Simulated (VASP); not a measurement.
Write the native input for VASP 6.6.1 that does the following.

| Item | Value |
| --- | --- |
| Task | single point |
| Functional | PBE |
| Potentials or basis | VASP PAW PBE potentials, release 64 (Ta_pv, Ge_d, S, Br) |
| Cutoff | 520 eV |
| k mesh | 4 × 4 × 4 |
| Occupations | gaussian, width 0.1 eV |
| Spin | no spin polarisation |
| Dipole correction | no |
| Further INCAR settings | ALGO = Normal; EDIFF = 1e-07; NBANDS = 30 |

The structure of TaGeS2Br lies in POSCAR:

```
TaGeS2Br
1.0
    4.5834972500      0.0000000000      0.0000000000
    0.0000000000      4.5834972500      0.0000000000
    0.0000000000      0.0000000000      4.5834972500
Ta Ge S Br
1 1 2 1
Direct
    0.5000000000      0.5000000000      0.5000000000
    0.0000000000      0.0000000000      0.0000000000
    0.5000000000      0.0000000000      0.0000000000
    0.0000000000      0.5000000000      0.0000000000
    0.0000000000      0.0000000000      0.5000000000
```

The cell was built by a generator and needn't be a form met in nature.

One way to write it, as run:

INCAR

```
SYSTEM = TaGeS2Br
PREC = Accurate
ENCUT = 520
EDIFF = 1E-7
ISMEAR = 0
SIGMA = 0.1
LREAL = .FALSE.
LASPH = .TRUE.
NELM = 100
ALGO = Normal
ISIF = 2
LWAVE = .FALSE.
LCHARG = .FALSE.
GGA = PE
NBANDS = 30
```

KPOINTS

```
regular mesh
0
G
  4 4 4
  0 0 0
```

Potentials or basis: VASP PAW PBE potentials, release 64 (Ta_pv, Ge_d, S, Br).

Launch:

```console
$ cat potpaw_PBE.64/Ta_pv/POTCAR potpaw_PBE.64/Ge_d/POTCAR potpaw_PBE.64/S/POTCAR potpaw_PBE.64/Br/POTCAR > POTCAR
$ mpirun -np 1 vasp_std > vasp.out
```

It gave:

The pressure is 8.5 GPa. The band gap on the k mesh is none (metal or under the smearing width).

It took 38 s on 1 thread of Intel(R) Xeon(R) Platinum 8375C CPU @ 2.90GHz (Ice Lake), with other jobs on the host, peak memory 0.24 GiB.
